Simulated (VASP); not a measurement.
Here is the system:

```
ZrB
1.0
    0.00000     2.99067     2.99067
    2.99067     0.00000     2.99067
    2.99067     2.99067     0.00000
Zr B
1 1
Direct
  0.00000   0.00000   0.00000
  0.25000   0.25000   0.25000
```

The numbers are results of PBEsol GGA, VASP's PBE PAW potentials (set 64) (plane waves; VASP), not measurements. Settings: 520 eV cut-off, 10×10×10 Γ-centred mesh, first-order Methfessel-Paxton smearing of 0.10 eV, potentials Zr_sv B.

Energy and stress use the plane-wave basis of the starting cell.

Task: The ions, cell shape and volume are relaxed. Give the cell that the relaxation ends in.

Result: 
```
ZrB
1.0
    0.00000     2.61915     2.61915
    2.61915     0.00000     2.61915
    2.61915     2.61915     0.00000
Zr B
1 1
Cartesian
  0.00000   2.61915   2.61915
  1.30957   1.30957   1.30957
```
Space group F-43m (216), at a tolerance of 0.03 Å.

Task: How do energy and volume change from the first to the last step?

Result: The energy (σ→0) changes by -738.5 meV/atom and the volume by -32.8 %, in 14 ionic steps.

The structure was generated: ZrB was put into the zinc blende type (F-43m), which need not be its known phase. This run relaxes it. Symmetry was kept, so distortions that lower it aren't found. The electron count is odd and the run is not spin-polarised, which forces a metal.
